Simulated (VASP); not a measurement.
Data:

```
TiC
1.0
    0.00000     2.10820     2.10820
    2.10820     0.00000     2.10820
    2.10820     2.10820     0.00000
Ti C
1 1
Direct
  0.00000   0.00000   0.00000
  0.50000   0.50000   0.50000
```

Level of theory: PBE GGA with D3 dispersion (zero damping), VASP's PBE PAW potentials (set 64) (plane waves; VASP 6.6.1). Run with 520 eV cut-off, 15×15×15 Γ-centred mesh, first-order Methfessel-Paxton smearing of 0.10 eV, potentials Ti_sv C.

Question: Give the stress tensor in GPa (positive for a compressed cell).

Answer: 
```
18.17   0.00   0.00
 0.00  18.17   0.00
 0.00   0.00  18.17
```
The pressure is its mean diagonal, 18.17 GPa.

The compound is TiC in the rock salt structure. This cell is one point of a volume scan, at 0.94 of the reference volume.
